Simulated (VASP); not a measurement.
Runs of VASP 6.6.1 on BaHfO3. It takes space group Pm-3m (No. 221, cubic). Conventional cell: a = 4.206 Å, b = 4.206 Å, c = 4.206 Å, α = 90.00°, β = 90.00°, γ = 90.00°. Around Ba (site symmetry m-3m) lie 12 O at 2.97 Å. Hf (site symmetry m-3m) has 6 O at 2.10 Å as nearest neighbours. Around O (site symmetry 4/mmm) lie 2 Hf at 2.10 Å. The cell comes from a database or a generator and needn't be the stable form of this composition.

```csv
task,cell,k mesh,cutoff (eV),smearing,gap on the mesh (eV),pressure (GPa),relaxed volume (Å³/atom),largest force (eV/Å)
single point,"Pm-3m, 14.88 Å³/atom",6 × 6 × 6,520,gaussian 0.02 eV,3.53,-0.6,-,-
single point,"Pm-3m, 14.87 Å³/atom",4 × 4 × 4,520,gaussian 0.1 eV,3.53,-0.4,-,-
relaxation of cell and atoms,relaxed,4 × 4 × 4,600,gaussian 0.1 eV,3.54,-0.1,14.82,0.02
relaxation of cell and atoms,relaxed,6 × 6 × 6,600,gaussian 0.02 eV,(a),0.0,14.82,-
single point,"P4mm, 14.5 Å³/atom",4 × 4 × 4,520,gaussian 0.1 eV,(b),3.8,-,0.02
```

Alike in all rows: level PBE; potentials or basis VASP PAW PBE potentials, release 64 (Ba_sv, Hf_pv, O); no spin polarisation.

Q: Fill in the values left out.

A: (a) 3.55; (b) 3.58.

Caveats: spin-orbit coupling is left out, which moves the levels of the heavy elements.

A k mesh can miss the band edges, and the runs leave out spin-orbit coupling on Ba, Hf.
